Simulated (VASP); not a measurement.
```
CELL_PARAMETERS angstrom
      5.60979     0.00000     0.00000
      0.00000     5.60979     0.00000
      0.00000     0.00000    20.11695
ATOMIC_POSITIONS crystal
  Pt 0.25000 0.24723 0.35437
  Pt 0.75000 0.24774 0.35513
  Pt 0.25000 0.75277 0.35437
  Pt 0.75000 0.75226 0.35513
  Pt 0.00001 0.00000 0.45162
  Pt 0.49999 0.00000 0.45162
  Pt 0.99997 0.50000 0.45006
  Pt 0.50003 0.50000 0.45006
  Pt 0.25000 0.24800 0.54822
  Pt 0.75000 0.24669 0.54937
  Pt 0.25000 0.75200 0.54822
  Pt 0.75000 0.75331 0.54937
  Pt 0.98608 0.00000 0.65088
  Pt 0.51392 0.00000 0.65088
  Pt 0.00179 0.50000 0.64331
  Pt 0.49821 0.50000 0.64331
  S  0.25000 0.00000 0.73288
```

Method: PBE GGA, VASP's PBE PAW potentials (set 64) (plane waves; VASP). Settings: PREC = Normal, 400 eV cut-off, 5×5×1 Γ-centred mesh, first-order Methfessel-Paxton smearing of 0.10 eV, potentials Pt S.

Unless said otherwise, spin-orbit coupling is left out, though it shifts the bands of the heavy elements here.

### Question
Estimate the energy per atom (σ→0), band gap (on the k-mesh) with the smallest direct gap where there is one.

### Answer

```
Property                                                     Value
------------------------  ----------------------------------------
band gap (on the k-mesh)  none (metal, semimetal or under 0.01 eV)
energy per atom (σ→0)                               -5.645 eV/atom
```

Only differences to runs with the same potentials and settings are physical.

The cell is a thin slab with vacuum, built from Pt (fcc): (100) face, S adsorbed.
